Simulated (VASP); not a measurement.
A VASP calculation is set up with these files.

File KPOINTS:
```
Automatic mesh
0
Gamma
5 5 4
0 0 0
```

**POSCAR**
```
TlBr
1.0
  2.1351258670  -5.9726039045   0.0000000000
  2.1351258670   5.9726039045   0.0000000000
  0.0000000000   0.0000000000   4.7522886783
Tl Br
2 2
Direct
  0.3911970685   0.6088029315   0.7500000000
  0.6088029315   0.3911970685   0.2500000000
  0.8640360265   0.1359639735   0.2500000000
  0.1359639735   0.8640360265   0.7500000000
```

### INCAR
```
SYSTEM = TlBr
PREC = Accurate; ENCUT = 400; LREAL = .FALSE.
LASPH = .TRUE.
EDIFF = 1E-6; NELM = 100; ALGO = Normal
LMAXMIX = 4
ISMEAR = 0; SIGMA = 0.05
IBRION = 2; NSW = 60; ISIF = 3
EDIFFG = -0.02
LWAVE = .FALSE.; LCHARG = .FALSE.
```

POTCAR, in this order: Tl_d Br (LDA.64 set). Program: vasp_std.

Write an equivalent input for Quantum ESPRESSO's pw.x.

One equivalent input (not run):
```
&CONTROL
  calculation = 'vc-relax'
  pseudo_dir = './pseudo'
  outdir = './out'
  tprnfor = .true.
  tstress = .true.
  nstep = 60
  forc_conv_thr = 0.00078
/
&SYSTEM
  ibrav = 0
  nat = 4
  ntyp = 2
  ecutwfc = 62
  occupations = 'smearing'
  smearing = 'gaussian'
  degauss = 0.003675
  input_dft = 'pz'
/
&ELECTRONS
  conv_thr = 7.3e-08
  electron_maxstep = 100
/
&IONS
/
&CELL
/
ATOMIC_SPECIES
  Tl 204.380 Tl.upf
  Br 79.904 Br.upf
CELL_PARAMETERS angstrom
     2.1351259   -5.9726039   -0.0000000
     2.1351259    5.9726039    0.0000000
     0.0000000   -0.0000000    4.7522887
ATOMIC_POSITIONS crystal
  Tl   0.3911971  0.6088029  0.7500000
  Tl   0.6088029  0.3911971  0.2500000
  Br   0.8640360  0.1359640  0.2500000
  Br   0.1359640  0.8640360  0.7500000
K_POINTS automatic
  5 5 4 0 0 0
```
The two are equivalent in intent, not identical: the potentials are each code's own (VASP's PAW set, PseudoDojo norm-conserving files in pw.x), so ENCUT and ecutwfc are chosen apart and not converted; conv_thr bounds pw.x's estimated SCF error, while EDIFF bounds the energy change between steps; forc_conv_thr acts on force components and is met together with etot_conv_thr.

The structure comes from a computed database's TlBr entry (Cmcm); how it stands against other phases isn't given here. This run relaxes it. Symmetry was kept, so distortions that lower it aren't found. The start is the result of an earlier pass.
